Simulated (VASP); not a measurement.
Given:

```xyz
2
Lattice="0.0000 1.7969 1.7969 1.7969 0.0000 1.7969 1.7969 1.7969 0.0000" Properties=species:S:1:pos:R:3 pbc="T T T"
B      0.0000     0.0000     0.0000
N      0.8984     0.8984     0.8984
```

Method: PBE GGA, VASP's PBE PAW potentials (set 64) (plane waves; VASP). Settings: 620 eV cut-off, 13×13×13 Γ-centred mesh, Gaussian smearing of 0.050 eV, potentials B N.

Problem. What does the run give for the energy per atom (σ→0), pressure?

Solution. 
| Quantity | Value |
|---|---|
| energy per atom (σ→0) | -841.6 kJ/mol of atoms |
| pressure | 10.01 GPa |

Only differences to runs with the same potentials and settings are physical.

The compound is BN in the zinc blende structure. It was relaxed first under an external pressure of 10 GPa.
